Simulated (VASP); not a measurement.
Consider the following.

```
SrTe
1.0
    0.00000     3.34097     3.34097
    3.34097     0.00000     3.34097
    3.34097     3.34097     0.00000
Sr Te
1 1
Direct
  0.00000   0.00000   0.00000
  0.50000   0.50000   0.50000
```

All values below come from RPBE GGA, VASP's PBE PAW potentials (set 64) (plane waves; VASP). Settings: 520 eV cut-off, 7×7×7 Γ-centred mesh, Gaussian smearing of 0.050 eV, potentials Sr_sv Te.

Task: Give the stress tensor in GPa (positive for a compressed cell).

Result: 
```
2.05  0.00  0.00
0.00  2.05  0.00
0.00  0.00  2.05
```
The pressure is its mean diagonal, 2.05 GPa.

The compound is SrTe in the rock salt structure. This cell is one point of a volume scan, at 0.94 of the reference volume.
